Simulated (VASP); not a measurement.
Shape and ions are relaxed at each volume.

Consider the following.

Ga has the orthorhombic space group Cmce (No. 64), Pearson symbol oS8. Lattice parameters: a = 4.6835 Å, b = 7.8271 Å, c = 4.5867 Å, α = 90.00°, β = 90.00°, γ = 90.00°. Ga on 8f has 1 Ga at 2.558 Å and 6 Ga at 2.723–2.864 Å. (Neighbours: up to the widest gap in distance over summed covalent radii, below 1.35, at either atom.)
(The calculation used a cell of 4 atoms; values per cell refer to that cell.)

The numbers are results of revPBE GGA, VASP's PBE PAW potentials (set 64) (plane waves; VASP 6.6.1), not measurements. Settings: 520 eV cut-off, 8×8×7 Γ-centred mesh, first-order Methfessel-Paxton smearing of 0.10 eV, potentials Ga_d.

Problem. Give the energy at these volumes per atom, relative to the lowest: 19.66, 20.29, 20.91, 21.54, 22.17 Å³.

Solution. 12.9, 3.5, 0.0, 1.6, 7.7 meV/atom. A third-order Birch-Murnaghan fit gives B0 = 42.8 GPa and B0′ = 3.5.

The compound is Ga in the alpha structure. It was relaxed first, which changed the volume by +7 %.
